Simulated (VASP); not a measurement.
VASP runs on ZrGe2 (space group Cmcm) share one base input (LDA (Ceperley-Alder, Perdew-Zunger), plane waves, VASP's LDA PAW potentials (set 64)) and change the settings named in each case.

INCAR:
```
SYSTEM = ZrGe2
PREC = Accurate
ENCUT = 300
EDIFF = 1E-6
NELM = 100
ALGO = Normal
LREAL = .FALSE.
LASPH = .TRUE.
ISMEAR = -1
SIGMA = 0.1
LMAXMIX = 4
LWAVE = .FALSE.
LCHARG = .FALSE.
ISIF = 2
```

File POSCAR:
```
ZrGe2
14.9750
  0.1265208681  -0.5000000000   0.0000000000
  0.1265208681   0.5000000000   0.0000000000
  0.0000000000   0.0000000000   0.2511252087
Ge Zr
4 2
direct
  0.2500000000   0.7500000000   0.2500000000
  0.7500000000   0.2500000000   0.7500000000
  0.5590000000   0.4410000000   0.2500000000
  0.4410000000   0.5590000000   0.7500000000
  0.8940000000   0.1060000000   0.2500000000
  0.1060000000   0.8940000000   0.7500000000
```

**KPOINTS**
```
Automatic mesh
0
Gamma
4 4 4
0 0 0
```

POTCAR, in this order: Ge_d Zr_sv (LDA.64 set). Program: vasp_std.

```tsv
change	E(σ→0) (eV/atom)	pressure (GPa)	−TS (eV)
base run	-7.2572	-3.77	-0.0667
GGA = PS, POTCAR Ge_d Zr_sv (PBE.64 set)	-7.0012	-0.94	-0.0657
GGA_COMPAT = .FALSE., LNONCOLLINEAR = .TRUE., LSORBIT = .TRUE., MAGMOM = 0.0 0.0 0.0 0.0 0.0 0.0 0.0 0.0 0.0 0.0 0.0 0.0 0.0 0.0 0.0 0.0 0.0 0.0, program vasp_ncl	-7.2887	?	?
KPOINTS 6×6×6 Γ-centred mesh	-7.2696	?	?
```

### Question
Some entries are withheld; supply them.

### Answer

- KPOINTS 6×6×6 Γ-centred mesh, pressure (GPa): -3.94
- KPOINTS 6×6×6 Γ-centred mesh, −TS (eV): -0.0506
- GGA_COMPAT = .FALSE., LNONCOLLINEAR = .TRUE., LSORBIT = .TRUE., MAGMOM = 0.0 0.0 0.0 0.0 0.0 0.0 0.0 0.0 0.0 0.0 0.0 0.0 0.0 0.0 0.0 0.0 0.0 0.0, program vasp_ncl, pressure (GPa): -3.79
- GGA_COMPAT = .FALSE., LNONCOLLINEAR = .TRUE., LSORBIT = .TRUE., MAGMOM = 0.0 0.0 0.0 0.0 0.0 0.0 0.0 0.0 0.0 0.0 0.0 0.0 0.0 0.0 0.0 0.0 0.0 0.0, program vasp_ncl, −TS (eV): -0.0663

Energies of different potentials or functionals have different zeros.  At 300 eV the pressure can carry a Pulay error.

Left out are runs that ran out of time, are held back, or changed the cell or the kind of run, fixed moments of cells without a moment, rows past the twelfth, gaps on odd meshes, pressures of charged cells and columns that move by less than the noise.

The structure comes from a measured ZrGe2 entry of the Crystallography Open Database, whose conditions weren't checked. The cell was not relaxed at this level.
